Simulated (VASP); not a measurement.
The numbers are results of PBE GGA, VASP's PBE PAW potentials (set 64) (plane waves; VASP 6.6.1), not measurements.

VASP ran on this input.

**POSCAR**
```
ZrO2
5.090
  0.0000000000   0.5000000000   0.5000000000
  0.5000000000   0.0000000000   0.5000000000
  0.5000000000   0.5000000000   0.0000000000
Zr O
1 2
Cart
  0.0000000000   0.0000000000   0.0000000000
  0.2500000000   0.2500000000   0.2500000000
  0.7500000000   0.7500000000   0.7500000000
```

INCAR:
```
ENCUT=520
NELM=100
ISIF=2   ! forces and stress, cell fixed
ALGO=Normal   ! blocked Davidson
SIGMA=0.05
LMAXMIX=4   ! l cut-off of mixed one-centre charges
LREAL=.False.   ! projection in real space or not
LASPH=.True.
LWAVE=.False.
SYSTEM=ZrO2
PREC=Accurate
LCHARG=.False.
EDIFF=1E-6
ISMEAR=0   ! Gaussian
GGA=PE   ! PBE
```

**KPOINTS**
```
Automatic
0
Gamma
  1 1 1
0 0 0
```

POTCAR, in this order: Zr_sv O (PBE.64 set). Program: vasp_std.

What will the output report for the number of irreducible k-points (NKPTS), number of bands (NBANDS), largest plane-wave count, number of space-group operations, FFT grid (NGX, NGY, NGZ)?

```yaml
number of irreducible k-points (NKPTS): 1
number of bands (NBANDS): 16
largest_plane_wave_count: 893
number_of_space_group_operations: 48
FFT grid (NGX, NGY, NGZ): 28 × 28 × 28
```

The compound is ZrO2 in the fluorite structure, the high-temperature cubic form, which is unstable at 0 K; the monoclinic form is the stable one. The cell was not relaxed at this level. The k-mesh is coarse (spacing up to 2.14 per Å, 2π included), so the numbers may not be converged in it. The run is one of a series of settings (KPOINTS 1×1×1 Γ-centred mesh against the base run), some of them coarse on purpose.
